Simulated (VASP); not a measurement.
Input:

```
Er
1.0
    1.81560    -3.14471     0.00000
    1.81560     3.14471     0.00000
    0.00000     0.00000     5.70180
Er
2
Cartesian
  1.81560   1.04824   1.42545
  1.81560  -1.04824   4.27635
```

Computed with PBEsol GGA, VASP's PBE PAW potentials (set 64) (plane waves; VASP). Settings: 400 eV cut-off, 10×10×6 Γ-centred mesh, first-order Methfessel-Paxton smearing of 0.10 eV, potentials Er_3.

The 4f electrons are frozen in the core of the lanthanide potential, so 4f levels, which can set the real gap, and their magnetism are missing.

Question: Estimate the energy per atom (σ→0), pressure, band gap (on the k-mesh) with the smallest direct gap where there is one.

Answer: 
```
Item                                                        Result
------------------------  ----------------------------------------
band gap (on the k-mesh)  none (metal, semimetal or under 0.01 eV)
energy per atom (σ→0)                           -470.4 kJ/mol-atom
pressure                                                 -4.43 GPa
```

Total energies compare only between runs with the same potentials, cut-off and functional.

The compound is Er in the hcp structure. The cell was not relaxed at this level. The run is one of a series of settings (GGA = PS against the base run), some of them coarse on purpose.
